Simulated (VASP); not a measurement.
Calculation: LDA (Ceperley-Alder, Perdew-Zunger), VASP's LDA PAW potentials (set 64) (plane waves; VASP 6.6.1).

Input for VASP

**INCAR**
```
ALGO = Normal
EDIFF = 1E-6
EDIFFG = -0.02
ENCUT = 500
IBRION = 2
ISIF = 3
ISMEAR = 1
LASPH = T
LCHARG = F
LMAXMIX = 4
LREAL = F
LWAVE = F
NELM = 100
NSW = 40
PREC = Accurate
SIGMA = 0.1
SYSTEM = Zr
```

POSCAR:
```
Zr
1
    1.5713344423    -2.7216310399     0.0000000000
    1.5713344423     2.7216310399     0.0000000000
    0.0000000000     0.0000000000     5.0934519624
Zr
2
Direct
  0.3333330000   0.6666670000   0.2500000000
  0.6666670000   0.3333330000   0.7500000000
```

**KPOINTS**
```
Automatic mesh
0
Gamma
13 13 7
0 0 0
```

POTCAR, in this order: Zr_sv (LDA.64 set). Program: vasp_std.

What VASP printed:

**OSZICAR**
```
       N       E                     dE             d eps       ncg     rms          rms(c)
DAV:   1     0.216604827136E+03    0.21660E+03   -0.13550E+04  2688   0.146E+03
DAV:   2    -0.468811662004E+01   -0.22129E+03   -0.21928E+03  3352   0.419E+02
DAV:   3    -0.190347073746E+02   -0.14347E+02   -0.14171E+02  5112   0.788E+01
DAV:   4    -0.192708557726E+02   -0.23615E+00   -0.23615E+00  2912   0.114E+01
DAV:   5    -0.192767816761E+02   -0.59259E-02   -0.59258E-02  4248   0.124E+00    0.164E+01
DAV:   6    -0.186930776914E+02    0.58370E+00   -0.88606E-01  2792   0.822E+00    0.668E+00
DAV:   7    -0.185790678561E+02    0.11401E+00   -0.58490E-01  3920   0.566E+00    0.107E+00
DAV:   8    -0.185819958945E+02   -0.29280E-02   -0.33951E-02  3488   0.165E+00    0.287E-01
DAV:   9    -0.185822954845E+02   -0.29959E-03   -0.14058E-03  3352   0.399E-01    0.338E-02
DAV:  10    -0.185822757131E+02    0.19771E-04   -0.44030E-05  3992   0.455E-02    0.245E-02
DAV:  11    -0.185822764991E+02   -0.78602E-06   -0.82715E-06  2944   0.386E-02
   1 F= -.18582276E+02 E0= -.18582127E+02  d E =-.185823E+02
       N       E                     dE             d eps       ncg     rms          rms(c)
DAV:   1    -0.185835237004E+02   -0.12480E-02   -0.42003E-02  3320   0.218E+00    0.353E-01
DAV:   2    -0.185824201259E+02    0.11036E-02   -0.33880E-03  3112   0.583E-01    0.103E-01
DAV:   3    -0.185822219264E+02    0.19820E-03   -0.12728E-03  4032   0.276E-01    0.630E-02
DAV:   4    -0.185822563649E+02   -0.34439E-04   -0.92740E-05  3504   0.512E-02    0.258E-02
DAV:   5    -0.185822803024E+02   -0.23937E-04   -0.75525E-05  3952   0.525E-02    0.102E-02
DAV:   6    -0.185822803831E+02   -0.80694E-07   -0.33493E-06  2432   0.155E-02
   2 F= -.18582280E+02 E0= -.18582124E+02  d E =-.388398E-05
       N       E                     dE             d eps       ncg     rms          rms(c)
DAV:   1    -0.185826046089E+02   -0.32431E-03   -0.10264E-02  3336   0.108E+00    0.176E-01
DAV:   2    -0.185823336482E+02    0.27096E-03   -0.82079E-04  3088   0.287E-01    0.514E-02
DAV:   3    -0.185822842702E+02    0.49378E-04   -0.31054E-04  4080   0.137E-01    0.311E-02
DAV:   4    -0.185822925017E+02   -0.82314E-05   -0.22101E-05  3272   0.253E-02    0.126E-02
DAV:   5    -0.185822980777E+02   -0.55760E-05   -0.18763E-05  3976   0.267E-02    0.495E-03
DAV:   6    -0.185822980709E+02    0.68426E-08   -0.72661E-07  1816   0.777E-03
   3 F= -.18582298E+02 E0= -.18582145E+02  d E =-.215717E-04
```

File OUTCAR:
```
------------------------ aborting loop because EDIFF is reached ----------------------------------------
  FORCE on cell =-STRESS in cart. coord.  units (eV):
  Direction    XX          YY          ZZ          XY          YZ          ZX
  --------------------------------------------------------------------------------------
  Total        0.0044464      0.0044464     -0.0240903      0.0000000      0.0000000     -0.0000000
  in kB        0.1633267      0.1633267     -0.8848848      0.0000000      0.0000000     -0.0000000
  external PRESSURE =      -0.1860771 kB  Pullay stress =       0.0000000 kB
  volume of cell :       43.62
      direct lattice vectors                 reciprocal lattice vectors
     1.572152421 -2.723047821  0.000000000     0.318035321 -0.183617782 -0.000000000
     1.572152421  2.723047821 -0.000000000     0.318035321  0.183617782 -0.000000000
     0.000000000  0.000000000  5.094321604     0.000000000  0.000000000  0.196296991
 POSITION                                       TOTAL-FORCE (eV/Angst)
 -----------------------------------------------------------------------------------
      1.57215      0.90768      1.27358        -0.000000     -0.000000     -0.000000
      1.57215     -0.90768      3.82074         0.000000      0.000000      0.000000
 -----------------------------------------------------------------------------------
    total drift:                               -0.000000      0.001102     -0.000019
  FREE ENERGIE OF THE ION-ELECTRON SYSTEM (eV)
  ---------------------------------------------------
  free  energy   TOTEN  =       -18.5822980709 eV

  energy  without entropy=      -18.5818381188  energy(sigma->0) =      -18.58214475

 reached required accuracy - stopping structural energy minimisation
```
(Selected blocks of OUTCAR.)

CONTCAR:
```
Zr
   1.00000000000000
     1.5721524214450431   -2.7230478212609017    0.0000000000000000
     1.5721524214450431    2.7230478212609017   -0.0000000000000000
     0.0000000000000000    0.0000000000000000    5.0943216041931381
  Zr
     2
Direct
     0.3333330000000032    0.6666669999999968    0.2500000000000000
     0.6666669999999968    0.3333330000000032    0.7500000000000000
```

OUTCAR:
```
 val. band max:        9.5450643337   @ k =   0.0769   0.0000   0.2857

 cond. band min:       9.5608607360   @ k =   0.0769   0.0769   0.1429


 Fermi energy:         9.5480071215

 k-point     1 :       0.0000    0.0000    0.0000
  band No.  band energies     occupation
      1     -38.9002      2.00000
      2     -38.7056      2.00000
      3     -17.6817      2.00000
      4     -16.5986      2.00000
      5     -16.5986      2.00000
      6     -16.4636      2.00000
      7     -16.4384      2.00000
      8     -16.4384      2.00000
      9       3.8044      2.00000
     10       6.3231      2.00000
     11      10.3944     -0.00000
     12      10.4088     -0.00000
     13      10.4088     -0.00000
     14      10.9237     -0.00000
     15      11.1227     -0.00000
     16      11.1227     -0.00000

 k-point     2 :       0.0769    0.0000    0.0000
  band No.  band energies     occupation
      1     -38.8909      2.00000
      2     -38.7012      2.00000
      3     -17.6592      2.00000
      4     -16.6523      2.00000
      5     -16.6156      2.00000
      6     -16.4938      2.00000
      7     -16.4722      2.00000
      8     -16.4457      2.00000
      9       3.9866      2.00000
     10       6.4935      2.00000
     11       9.9414     -0.00000
     12      10.5334     -0.00000
     13      10.5788     -0.00000
     14      10.7603     -0.00000
     15      10.9676     -0.00000
     16      11.2836     -0.00000

 k-point     3 :       0.1538    0.0000    0.0000
  band No.  band energies     occupation
      1     -38.8647      2.00000
      2     -38.6894      2.00000
      3     -17.5943      2.00000
      4     -16.8004      2.00000
      5     -16.6610      2.00000
      6     -16.6431      2.00000
      7     -16.4986      2.00000
      8     -16.4670      2.00000
      9       4.4993      2.00000
     10       6.9350      2.00000
     11       9.3920      2.04985
     12       9.6765     -0.06988
     13      10.5385     -0.00000
...
```

The compound is Zr in the hcp structure. This run relaxes it. Symmetry was kept, so distortions that lower it aren't found.
